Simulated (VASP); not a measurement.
VASP input:

### KPOINTS
```
Automatic mesh
0
Gamma
2 2 2
0 0 0
```

**POSCAR**
```
Ni3Fe
1
    3.6210000000     0.0000000000     0.0000000000
    0.0000000000     3.6210000000     0.0000000000
    0.0000000000     0.0000000000     3.6210000000
Fe Ni
1 3
Direct
  0.0000000000   0.0000000000   0.0000000000
  0.0000000000   0.5000000000   0.5000000000
  0.5000000000   0.0000000000   0.5000000000
  0.5000000000   0.5000000000   0.0000000000
```

**INCAR**
```
SYSTEM = Ni3Fe
PREC = Accurate
ENCUT = 400
EDIFF = 1E-6
NELM = 100
ALGO = Normal
LREAL = .FALSE.
LASPH = .TRUE.
ISMEAR = 0
SIGMA = 0.001
GGA = PE
LMAXMIX = 4
ISPIN = 2
MAGMOM = 3.0 0.7 0.7 0.7
LORBIT = 10
LWAVE = .FALSE.
LCHARG = .FALSE.
ISIF = 2
```

POTCAR, in this order: Fe Ni (PBE.64 set). Program: vasp_std.

Question: What happens when VASP runs on this input?

Answer: There is a fault: a metal was run with a tiny SIGMA on a coarse mesh. The run ends without an error. Against the sound run, the energy per atom (σ→0) increases by 0.136 eV/atom; the pressure falls by 1.48 GPa; the cell moment drops by 0.29 μB.

### standard output
```
 POSCAR found type information on POSCAR FeNi
 POSCAR found :  2 types and       4 ions
 Reading from existing POTCAR
 Reading from existing POTCAR
 LDA part: xc-table for (Slater+PW92), standard interpolation
 POSCAR, INCAR and KPOINTS ok, starting setup
 WAVECAR not read
 entering main loop
       N       E                     dE             d eps       ncg     rms          rms(c)
DAV:   1     0.217840252788E+03    0.21784E+03   -0.14486E+04   432   0.165E+03
DAV:   2    -0.165000568815E+02   -0.23434E+03   -0.22667E+03   424   0.330E+02
DAV:   3    -0.285439935518E+02   -0.12044E+02   -0.11446E+02   440   0.102E+02
DAV:   4    -0.287120457914E+02   -0.16805E+00   -0.16774E+00   470   0.125E+01
DAV:   5    -0.287166790698E+02   -0.46333E-02   -0.46313E-02   600   0.168E+00    0.206E+01
DAV:   6    -0.276087542244E+02    0.11079E+01   -0.44078E+01   470   0.982E+01    0.315E+01
DAV:   7    -0.294561529234E+02   -0.18474E+01   -0.24806E+01   508   0.922E+01    0.295E+01
DAV:   8    -0.241631108221E+02    0.52930E+01   -0.17015E+01   522   0.465E+01    0.747E+00
DAV:   9    -0.243189366627E+02   -0.15583E+00   -0.83537E-01   456   0.105E+01    0.332E+00
DAV:  10    -0.243852033907E+02   -0.66267E-01   -0.11189E-01   626   0.527E+00    0.535E+00
DAV:  11    -0.243848740135E+02    0.32938E-03   -0.14613E-02   568   0.166E+00    0.477E+00
DAV:  12    -0.243408460821E+02    0.44028E-01   -0.91386E-02   540   0.797E+00    0.276E+00
DAV:  13    -0.243544835826E+02   -0.13638E-01   -0.21673E-02   546   0.266E+00    0.190E+00
DAV:  14    -0.243537866293E+02    0.69695E-03   -0.13007E-02   556   0.265E+00    0.426E-01
DAV:  15    -0.243546270945E+02   -0.84047E-03   -0.19628E-03   464   0.467E-01    0.386E-01
DAV:  16    -0.243539940441E+02    0.63305E-03   -0.19873E-04   564   0.263E-01    0.332E-01
DAV:  17    -0.243541382546E+02   -0.14421E-03   -0.34932E-04   574   0.422E-01    0.184E-01
DAV:  18    -0.243541310505E+02    0.72041E-05   -0.13377E-04   654   0.195E-01    0.105E-01
DAV:  19    -0.243541327885E+02   -0.17380E-05   -0.52389E-05   634   0.159E-01    0.374E-02
DAV:  20    -0.243541316779E+02    0.11106E-05   -0.28879E-05   708   0.917E-02    0.568E-03
DAV:  21    -0.243541324431E+02   -0.76524E-06   -0.26789E-06   322   0.164E-02
   1 F= -.24354132E+02 E0= -.24354067E+02  d E =-.131864E-03  mag=     4.7500
```

### OUTCAR
```
------------------------ aborting loop because EDIFF is reached ----------------------------------------
  FORCE on cell =-STRESS in cart. coord.  units (eV):
  Direction    XX          YY          ZZ          XY          YZ          ZX
  --------------------------------------------------------------------------------------
  Total       -3.6339723     -3.6339723     -3.6339723      0.0000000      0.0000000      0.0000000
  in kB     -122.6327923   -122.6327923   -122.6327923      0.0000000      0.0000000      0.0000000
  external PRESSURE =    -122.6327923 kB  Pullay stress =       0.0000000 kB
  volume of cell :       47.48
      direct lattice vectors                 reciprocal lattice vectors
     3.621000000  0.000000000  0.000000000     0.276166805  0.000000000  0.000000000
     0.000000000  3.621000000  0.000000000     0.000000000  0.276166805  0.000000000
     0.000000000  0.000000000  3.621000000     0.000000000  0.000000000  0.276166805
 POSITION                                       TOTAL-FORCE (eV/Angst)
 -----------------------------------------------------------------------------------
      0.00000      0.00000      0.00000         0.000000      0.000000      0.000000
      0.00000      1.81050      1.81050         0.000000      0.000000      0.000000
      1.81050      0.00000      1.81050         0.000000      0.000000      0.000000
      1.81050      1.81050      0.00000         0.000000      0.000000      0.000000
 -----------------------------------------------------------------------------------
    total drift:                                0.000000     -0.000000     -0.000000
  FREE ENERGIE OF THE ION-ELECTRON SYSTEM (eV)
  ---------------------------------------------------
  free  energy   TOTEN  =       -24.3541324431 eV

  energy  without entropy=      -24.3540005795  energy(sigma->0) =      -24.35406651

 total charge

# of ion       s       p       d       tot
------------------------------------------
    1        0.433   0.501   6.018   6.952
    2        0.467   0.499   8.238   9.203
    3        0.467   0.499   8.238   9.203
    4        0.467   0.499   8.238   9.203
--------------------------------------------------
tot          1.833   1.996  30.731  34.561

 magnetization (x)

# of ion       s       p       d       tot
------------------------------------------
    1        0.011   0.003   2.911   2.925
    2       -0.025  -0.033   0.680   0.622
    3       -0.025  -0.033   0.680   0.622
    4       -0.025  -0.033   0.680   0.622
--------------------------------------------------
tot         -0.065  -0.096   4.953   4.792
```
(Selected blocks of OUTCAR.)

To mend it, set ISMEAR = 1, set SIGMA = 0.1, correct KPOINTS.
**KPOINTS**
```
Automatic mesh
0
Gamma
7 7 7
0 0 0
```
The mended run (PBE GGA, plane waves, VASP's PBE PAW potentials (set 64)) converges, and its OSZICAR ends with
```
   1 F= -.24899380E+02 E0= -.24899327E+02  d E =-.158338E-03  mag=     5.0408
```

The compound is Ni3Fe in the L1_2 structure. The cell was not relaxed at this level.
